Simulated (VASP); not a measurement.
Level of theory: PBE GGA, VASP's PBE PAW potentials (set 64) (plane waves; VASP).

VASP ran on this input.

INCAR:
```
! general
SYSTEM =PbO2
PREC   =Accurate
ENCUT  =620
LREAL  =.FALSE.
LASPH  =.TRUE.   ! aspherical one-centre terms

! electronic loop
EDIFF  =1E-6   ! SCF stop (eV)
NELM   =100
ALGO   =Normal   ! blocked Davidson
LMAXMIX=4

! smearing
ISMEAR =1
SIGMA  =0.1   ! width (eV)

! functional
GGA    =PE

! ions
IBRION =2   ! conjugate gradients
NSW    =40   ! most ionic steps
ISIF   =3
EDIFFG =-0.02
PSTRESS=450

! output
LWAVE  =.FALSE.
LCHARG =.FALSE.
```

KPOINTS:
```
K-points
0
Gamma
  7 7 9
```

POSCAR:
```
PbO2
1
    4.5492608250     0.0000000000     0.0000000000
    0.0000000000     4.5492608250     0.0000000000
    0.0000000000     0.0000000000     3.4094389251
Pb O
2 4
Direct
  1.0000000000   1.0000000000   0.0000000000
  0.5000000000   0.5000000000   0.5000000000
  0.3097652341   0.3097652341   0.0000000000
  0.8097652341   0.1902347659   0.5000000000
  0.1902347659   0.8097652341   0.5000000000
  0.6902347659   0.6902347659   0.0000000000
```

POTCAR, in this order: Pb_d O (PBE.64 set). Program: vasp_std.

Task: What will the output report for the number of irreducible k-points (NKPTS), largest plane-wave count, number of space-group operations, FFT grid (NGX, NGY, NGZ)?

Result: 
```yaml
number of irreducible k-points (NKPTS): 50
largest_plane_wave_count: 2491
number_of_space_group_operations: 16
FFT grid (NGX, NGY, NGZ): 40 × 40 × 28
```

The compound is PbO2 in the rutile structure. This run relaxes it under an external pressure of 45 GPa. Symmetry was kept, so distortions that lower it aren't found.
